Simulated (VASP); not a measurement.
Sn3P2: single point with r2SCAN

The system is Sn3P2.

```
Sn P
1.0
     2.02663    1.17008    8.58210
    -2.02663    1.17008    8.58210
     0.00000   -2.34015    8.58210
Sn P
3 2
Direct
  0.21288 0.21288 0.21288
  0.78712 0.78712 0.78712
  0.00000 0.00000 0.00000
  0.60022 0.60022 0.60022
  0.39978 0.39978 0.39978
```

The cell was built by a generator and needn't be a form met in nature.

* Program: VASP 6.6.1
* Task: single point
* Functional: r2SCAN
* Potentials or basis: VASP PAW PBE potentials, release 64 (Sn_d, P)
* Cutoff: 520 eV
* k mesh: 8 × 8 × 8
* Occupations: gaussian, width 0.1 eV
* Spin: no spin polarisation

| Quantity | Value |
| --- | --- |
| Pressure | -1.4 GPa |
| Largest force | 0.055 eV/Å |
| Band gap on the k mesh | none (metal or under the smearing width) |

Forces in eV/Å, atoms in the order of the input:
```
Sn   0.000  0.000  0.028
Sn   0.000  0.000 -0.028
Sn   0.000  0.000  0.000
P    0.000  0.000 -0.055
P    0.000  0.000  0.055
```

Stress tensor (GPa, compression positive):
```
-1.48  0.00  0.00
 0.00 -1.48  0.00
 0.00  0.00 -1.28
```

Levels at points of the mesh, in eV from the Fermi level:
```
           k point  band 24  band 25  band 26  band 27  band 28  band 29
(0.00, 0.00, 0.00)    -1.73     0.03     0.21     1.46     1.46     2.02
(0.50, 0.00, 0.00)    -2.79    -2.12    -1.82    -0.50     1.94     2.00
(0.50, 0.50, 0.00)    -3.38    -2.56    -0.22    -0.21     0.62     2.24
(0.50, 0.50, 0.50)    -1.73    -1.42     0.42     1.00     1.00     2.10
```

Run time: 28 min on 4 MPI ranks on Intel(R) Xeon(R) Platinum 8488C (Sapphire Rapids), on a shared host, peak memory 0.92 GiB a rank.

Caveat: the PAW data sets were made with another functional, which shifts forces and pressure a little.
